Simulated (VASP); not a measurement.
A convergence study with VASP on Au (fcc): one setting is varied, all else stays as given below, so the limit is that of these other settings. Each run relaxes cell and ions; the cell shown is the tightest run's result. The basis is that of the starting cell, so low cut-offs carry a Pulay error.

```xyz
1
Lattice="0.0000 2.0766 2.0766 2.0766 0.0000 2.0766 2.0766 2.0766 0.0000" Properties=species:S:1:pos:R:3 pbc="T T T"
Au     0.0000     0.0000     0.0000
```

All values below come from PBE GGA, VASP's PBE PAW potentials (set 64) (plane waves; VASP 6.6.1). The tightest run used: 700 eV cut-off, 13×13×13 Γ-centred mesh, first-order Methfessel-Paxton smearing of 0.10 eV, potentials Au.

The reference is ENCUT = 700, which took about 50 core-seconds. The timings are rough (shared machines, no repeats); factors under 2 mean little.

Question: Of the settings ENCUT = 200; ENCUT = 250; ENCUT = 300; ENCUT = 350; ENCUT = 400; ENCUT = 450; ENCUT = 500; ENCUT = 550; ENCUT = 600; ENCUT = 650; ENCUT = 700, which is the lowest that keeps the difference from the reference in relaxed volume (Å³/atom) within 0.05 from there on, and what does it cost?

Answer: ENCUT = 400; its cost over the reference is about 1/3.
```tsv
setting	difference in relaxed volume (Å³/atom)	cost over the reference
ENCUT = 200	1.753	about 1/4
ENCUT = 250	0.132	about 1/6
ENCUT = 300	0.069	about 1/5
ENCUT = 350	0.104	about 1/4
ENCUT = 400	0.023	about 1/3
ENCUT = 450	0.005	about 1/3
ENCUT = 500	0.008	about 1/3
ENCUT = 550	0.013	about 1/2
ENCUT = 600	0.006	within a factor of 2
ENCUT = 650	0.000	about 1/2
ENCUT = 700	0.000	reference
```

Left out are rungs that failed or repeat a setting and relaxations that didn't move; long series are thinned to 24 rows.

The compound is Au in the fcc structure.
